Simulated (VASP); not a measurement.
Level of theory: PBEsol GGA, VASP's PBE PAW potentials (set 64) (plane waves; VASP 6.6.1).

The input files of a VASP run:

INCAR:
```
SYSTEM = RuSb
PREC = Accurate
ENCUT = 400
EDIFF = 1E-7
NELM = 100
ALGO = Normal
LREAL = .FALSE.
LASPH = .TRUE.
ISMEAR = -5
GGA = PS
LMAXMIX = 4
LWAVE = .FALSE.
LCHARG = .TRUE.
LORBIT = 11
NEDOS = 601
ISIF = 2
```

**POSCAR**
```
RuSb
1
    0.0000000000     2.9067319562     2.9067319562
    2.9067319562     0.0000000000     2.9067319562
    2.9067319562     2.9067319562    -0.0000000000
Ru Sb
1 1
Direct
  0.0000000000   0.0000000000   0.0000000000
  0.2500000000   0.2500000000   0.2500000000
```

### KPOINTS
```
Automatic mesh
0
Gamma
12 12 12
0 0 0
```

POTCAR, in this order: Ru_pv Sb (PBE.64 set). Program: vasp_std.

What will the output report for the number of irreducible k-points (NKPTS), number of bands (NBANDS), largest plane-wave count, number of space-group operations, FFT grid (NGX, NGY, NGZ)?

| Property | Result |
|---|---|
| number of irreducible k-points (NKPTS) | 72 |
| number of bands (NBANDS) | 13 |
| largest plane-wave count | 911 |
| number of space-group operations | 24 |
| FFT grid (NGX, NGY, NGZ) | 28 × 28 × 28 |

The structure was generated: RuSb was put into the zinc blende type (F-43m), which need not be its known phase. It was relaxed first, which changed the volume by -31 %. The electron count is odd and the run is not spin-polarised, which forces a metal.
